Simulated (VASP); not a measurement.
The system is Ga3Sb.

```
Ga Sb
1.0
     3.22178    0.00000    0.00000
     0.00000    4.50431    0.00000
     0.00000    0.00000    6.31368
Ga Sb
3 1
Cartesian
  0.0000 0.0000 3.1568
  1.6109 2.2522 4.7600
  1.6109 2.2522 1.5536
  0.0000 0.0000 0.0000
```

The cell was built by a generator and needn't be a form met in nature.

| Quantity | Value |
| --- | --- |
| Program | VASP 6.6.1 |
| Task | relaxation of cell and atoms |
| Functional | PBE |
| Potentials or basis | VASP PAW PBE potentials, release 64 (Ga_d, Sb) |
| Cutoff | 600 eV |
| k mesh | 8 × 6 × 4 |
| Occupations | methfessel-paxton, width 0.2 eV |
| Spin | no spin polarisation |

At the start: pressure -1.3 GPa; volume 22.91 Å³/atom.

Q: Where does the relaxation end?

A: Over 10 steps the energy falls by 27.4 meV/atom and the volume is 21.80 Å³/atom (-4.8 %); space group Pmmm (No. 47, to 0.05 Å).

The path:
```csv
step,energy change (eV),largest force (eV/Å),pressure (GPa),volume (Å³)
1,0.0000,0.3882,-1.35,91.62
2,-0.0512,0.3843,-0.38,89.08
3,-0.0682,0.3541,0.63,87.06
4,-0.0684,0.3481,0.80,86.77
5,-0.0869,0.2379,0.28,87.41
6,-0.0948,0.1220,-0.21,88.12
7,-0.1083,0.0424,-0.35,87.97
8,-0.1086,0.0268,-0.36,87.95
9,-0.1095,0.0153,0.13,86.99
10,-0.1096,0.0181,0.03,87.18
```

Final structure:
```xyz
4
Lattice="3.0988 0.0000 0.0000 0.0000 4.3984 0.0000 0.0000 0.0000 6.3965" Properties=species:S:1:pos:R:3 pbc="T T T"
Ga    0.0000    0.0000    3.1983
Ga    1.5494    2.1992    4.6947
Ga    1.5494    2.1992    1.7018
Sb    0.0000    0.0000    0.0000
```
